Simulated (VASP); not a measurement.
Output of a VASP run:

### OUTCAR
```
 ion  position               nearest neighbor table
   1  0.500  0.500  0.418-   4 1.87   5 1.87   4 1.87   5 1.87   3 1.89   3 1.93   2 3.09   2 3.09
                             2 3.09   2 3.09   2 3.43   2 3.43   2 3.43   2 3.43
   2  0.000  0.000  0.993-   4 2.41   5 2.41   5 2.41   4 2.41   3 2.65   3 2.65   3 2.65   3 2.65
                             1 3.09   1 3.09   1 3.09   1 3.09   1 3.43   1 3.43   1 3.43   1 3.43
   3  0.500  0.500  0.912-   1 1.89   1 1.93   2 2.65   2 2.65   2 2.65   2 2.65
   4  0.500  0.000  0.391-   1 1.87   1 1.87   2 2.41   2 2.41
   5  0.000  0.500  0.391-   1 1.87   1 1.87   2 2.41   2 2.41
  LATTYP: Found a simple tetragonal cell.
 ALAT       =     3.7249413975
 C/A-ratio  =     1.0273043459
 Subroutine PRICEL returns:
 Original cell was already a primitive cell.
 Subroutine GETGRP returns: Found  8 space group operations
The static configuration has the point symmetry C_4v.
The dynamic configuration has the point symmetry C_4v.
The overall configuration has the point symmetry C_4v.
 Subroutine INISYM returns: Found  8 space group operations
 Subroutine IBZKPT returns following result:
 Found     75 irreducible k-points:

 Following reciprocal coordinates:
            Coordinates               Weight
  0.000000  0.000000  0.000000      1.000000
  0.125000  0.000000  0.000000      4.000000
  0.250000  0.000000  0.000000      4.000000
  0.375000  0.000000  0.000000      4.000000
  0.500000  0.000000  0.000000      2.000000
  0.125000  0.125000  0.000000      4.000000
  0.250000  0.125000  0.000000      8.000000
  0.375000  0.125000  0.000000      8.000000
  0.500000  0.125000  0.000000      4.000000
  0.250000  0.250000  0.000000      4.000000
  0.375000  0.250000  0.000000      8.000000
  0.500000  0.250000  0.000000      4.000000
  0.375000  0.375000  0.000000      4.000000
  0.500000  0.375000  0.000000      4.000000
  0.500000  0.500000  0.000000      1.000000
  0.000000  0.000000  0.125000      2.000000
  0.125000  0.000000  0.125000      8.000000
  0.250000  0.000000  0.125000      8.000000
  0.375000  0.000000  0.125000      8.000000
  0.500000  0.000000  0.125000      4.000000
  0.125000  0.125000  0.125000      8.000000
  0.250000  0.125000  0.125000     16.000000
  0.375000  0.125000  0.125000     16.000000
  0.500000  0.125000  0.125000      8.000000
  0.250000  0.250000  0.125000      8.000000
  0.375000  0.250000  0.125000     16.000000
  0.500000  0.250000  0.125000      8.000000
  0.375000  0.375000  0.125000      8.000000
  0.500000  0.375000  0.125000      8.000000
  0.500000  0.500000  0.125000      2.000000
  0.000000  0.000000  0.250000      2.000000
  0.125000  0.000000  0.250000      8.000000
  0.250000  0.000000  0.250000      8.000000
  0.375000  0.000000  0.250000      8.000000
  0.500000  0.000000  0.250000      4.000000
  0.125000  0.125000  0.250000      8.000000
  0.250000  0.125000  0.250000     16.000000
  0.375000  0.125000  0.250000     16.000000
  0.500000  0.125000  0.250000      8.000000
  0.250000  0.250000  0.250000      8.000000
   k-points           NKPTS =     75   k-points in BZ     NKDIM =     75   number of bands    NBANDS=     22
   number of dos      NEDOS =    301   number of ions     NIONS =      5
   total plane-waves  NPLWV =  28800
   dimension x,y,z NGX =    30 NGY =   30 NGZ =   32
   dimension x,y,z NGXF=    60 NGYF=   60 NGZF=   64
   ions per type =               1   1   3
   PREC   = accura    normal or accurate (medium, high low for compatibility)
   ISTART =      0    job   : 0-new  1-cont  2-samecut
   ICHARG =      2    charge: 1-file 2-atom 10-const
   ISPIN  =      2    spin polarized calculation?
   LNONCOLLINEAR =      F non collinear calculations
   LSORBIT =      F    spin-orbit coupling
   INIWAV =      1    electr: 0-lowe 1-rand  2-diag
   ENCUT  =  600.0 eV  44.10 Ry    6.64 a.u.   7.44  7.44  7.64*2*pi/ulx,y,z
   NELM   =    100;   NELMIN=  2; NELMDL= -5     # of ELM steps
   EDIFF  = 0.1E-06   stopping-criterion for ELM
   LREAL  =      F    real-space projection
...
```

OSZICAR:
```
       N       E                     dE             d eps       ncg     rms          rms(c)
DAV:   1     0.344480530368E+03    0.34448E+03   -0.18171E+04  6600   0.187E+03
DAV:   2     0.982554448104E+01   -0.33465E+03   -0.32023E+03  6776   0.469E+02
DAV:   3    -0.463483874526E+02   -0.56174E+02   -0.54634E+02  9616   0.168E+02
DAV:   4    -0.485054713209E+02   -0.21571E+01   -0.20721E+01  8490   0.319E+01
DAV:   5    -0.485791372794E+02   -0.73666E-01   -0.72798E-01  8710   0.632E+00    0.353E+01
DAV:   6    -0.468491438490E+02    0.17300E+01   -0.96419E+01  9294   0.116E+02    0.431E+01
DAV:   7    -0.414584373431E+02    0.53907E+01   -0.40192E+01  8578   0.158E+02    0.174E+01
DAV:   8    -0.411577848082E+02    0.30065E+00   -0.42981E+00  9694   0.224E+01    0.854E+00
DAV:   9    -0.411506983520E+02    0.70865E-02   -0.83841E-01 10416   0.128E+01    0.355E+00
DAV:  10    -0.411769598114E+02   -0.26261E-01   -0.96885E-02  9710   0.361E+00    0.172E+00
DAV:  11    -0.411753121008E+02    0.16477E-02   -0.11261E-02 10286   0.124E+00    0.103E+00
DAV:  12    -0.411729211662E+02    0.23909E-02   -0.41998E-03  9646   0.856E-01    0.324E-01
DAV:  13    -0.411723643985E+02    0.55677E-03   -0.17483E-03  9552   0.565E-01    0.165E-01
DAV:  14    -0.411724410939E+02   -0.76695E-04   -0.47814E-04  9712   0.215E-01    0.547E-02
DAV:  15    -0.411724214393E+02    0.19655E-04   -0.10408E-04 10018   0.106E-01    0.358E-02
DAV:  16    -0.411724164098E+02    0.50294E-05   -0.14454E-05 10116   0.649E-02    0.146E-02
DAV:  17    -0.411724161216E+02    0.28822E-06   -0.28511E-06  9926   0.249E-02    0.911E-03
DAV:  18    -0.411724160278E+02    0.93775E-07   -0.45046E-07  7806   0.576E-03
   1 F= -.41172416E+02 E0= -.41173198E+02  d E =0.234586E-02  mag=     2.7670
```

### OUTCAR
```
------------------------ aborting loop because EDIFF is reached ----------------------------------------
  FORCE on cell =-STRESS in cart. coord.  units (eV):
  Direction    XX          YY          ZZ          XY          YZ          ZX
  --------------------------------------------------------------------------------------
  Total        0.2307571      0.2307571     -0.3149767      0.0000000      0.0000000      0.0000000
  in kB        6.9631886      6.9631886     -9.5045489      0.0000000      0.0000000      0.0000000
  external PRESSURE =       1.4739427 kB  Pullay stress =       0.0000000 kB
  volume of cell :       53.10
      direct lattice vectors                 reciprocal lattice vectors
     3.724941397  0.000000000  0.000000000     0.268460599  0.000000000  0.000000000
     0.000000000  3.724941397  0.000000000     0.000000000  0.268460599  0.000000000
     0.000000000  0.000000000  3.826648486     0.000000000  0.000000000  0.261325283
 POSITION                                       TOTAL-FORCE (eV/Angst)
 -----------------------------------------------------------------------------------
      1.86247      1.86247      1.59838        -0.000000     -0.000000     -0.011081
      0.00000      0.00000      3.80002        -0.000000      0.000000      0.016084
      1.86247      1.86247      3.49119        -0.000000      0.000000      0.009219
      1.86247      0.00000      1.49799        -0.000000      0.000000     -0.007111
      0.00000      1.86247      1.49799         0.000000     -0.000000     -0.007111
 -----------------------------------------------------------------------------------
    total drift:                                0.000000      0.000000      0.000439
  FREE ENERGIE OF THE ION-ELECTRON SYSTEM (eV)
  ---------------------------------------------------
  free  energy   TOTEN  =       -41.1724160278 eV

  energy  without entropy=      -41.1747618853  energy(sigma->0) =      -41.17319798

 total charge

# of ion       s       p       d       tot
------------------------------------------
    1        0.456   0.770   6.317   7.543
    2        0.218   6.454   1.067   7.739
    3        1.555   3.441   0.000   4.997
    4        1.558   3.477   0.000   5.034
    5        1.558   3.477   0.000   5.034
--------------------------------------------------
tot          5.345  17.619   7.384  30.347

 magnetization (x)

# of ion       s       p       d       tot
------------------------------------------
    1        0.015   0.019   2.420   2.453
    2        0.005   0.007   0.005   0.017
    3        0.010   0.057   0.000   0.068
    4        0.010   0.061   0.000   0.071
    5        0.010   0.061   0.000   0.071
--------------------------------------------------
tot          0.049   0.206   2.425   2.680
```
(Selected blocks of OUTCAR.)

POSCAR:
```
TbFeO3
1
    3.7249413975     0.0000000000     0.0000000000
    0.0000000000     3.7249413975    -0.0000000000
    0.0000000000    -0.0000000000     3.8266484859
Fe Tb O
1 1 3
Direct
  0.5000000000   0.5000000000   0.4176958167
  0.0000000000   0.0000000000   0.9930403254
  0.5000000000   0.5000000000   0.9123364372
  0.5000000000   1.0000000000   0.3914637103
  0.0000000000   0.5000000000   0.3914637103
```

Reconstruct the remaining input files.

Several could match; the one computed here: the input of the run itself, PBEsol GGA, plane waves, VASP's PBE PAW potentials (set 64).

File KPOINTS:
```
Automatic mesh
0
Gamma
8 8 8
0 0 0
```

**INCAR**
```
SYSTEM  =  TbFeO3
PREC  =  Accurate; ENCUT  =  600; LREAL  =  .FALSE.
LASPH  =  .TRUE.
EDIFF  =  1E-7; NELM  =  100; ALGO  =  Normal
LMAXMIX  =  6
ISMEAR  =  1; SIGMA  =  0.1
GGA  =  PS
MAGMOM  =  2.4 0.0 3*0.1
ISPIN  =  2
ISIF  =  2
LWAVE  =  .FALSE.; LCHARG  =  .FALSE.; LORBIT  =  10
```

POTCAR, in this order: Fe Tb_3 O (PBE.64 set). Program: vasp_std.

The 4f electrons are frozen in the core of the lanthanide potential, so 4f levels, which can set the real gap, and their magnetism are missing. The moments were started parallel, and other spin orders were not tried in this run.

The structure was generated: TbFeO3 was put into the tetragonal-perovskite type (P4mm), which need not be its known phase. It was relaxed first.
